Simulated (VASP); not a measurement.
A run of VASP 6.6.1 is set up as follows.

Contents of INCAR:

```
SYSTEM = Nb
PREC = Accurate
ENCUT = 600
EDIFF = 1E-7
ISMEAR = 1
SIGMA = 0.1
LREAL = .False.
LASPH = .True.
NELM = 80
ALGO = Normal
ISIF = 3
LWAVE = .False.
LCHARG = .False.
GGA = PS
IBRION = 2
NSW = 90
EDIFFG = -0.005
```

KPOINTS

```
regular mesh
0
Gamma
  16 16 16
  0 0 0
```

The input POSCAR:

```
Nb                                      
1.0
   -1.6343279689      1.6343279689      1.6343279689
    1.6343279689     -1.6343279689      1.6343279689
    1.6343279689      1.6343279689     -1.6343279689
  Nb            
     1
Direct
     1.0000000000000000    0.0000000000000000    1.0000000000000000
```

Potentials or basis: VASP PAW PBE potentials, release 64 (Nb_sv).

The run is started by

```bash
$ cat potpaw_PBE.64/Nb_sv/POTCAR > POTCAR
$ mpirun -np 1 vasp_std > vasp.out
```

Problem. What does it give for the relaxed volume?

Solution. 17.46 Å³/atom.

Problem. What does it give for the space group after relaxing (to 0.05 Å)?

Solution. Im-3m (No. 229).

Problem. Predict the band gap on the k mesh.

Solution. None (metal or under the smearing width).

Problem. Predict the relaxed cell.

Solution. a = 2.830 Å, b = 2.830 Å, c = 2.830 Å, α = 109.47°, β = 109.47°, γ = 109.47°.

Final structure:
```
CELL_PARAMETERS angstrom
-1.63416 1.63416 1.63416
1.63416 -1.63416 1.63416
1.63416 1.63416 -1.63416
ATOMIC_POSITIONS crystal
Nb 0.00000 0.00000 0.00000
```

Caveat: the PAW data sets were made with another functional, which shifts forces and pressure a little.
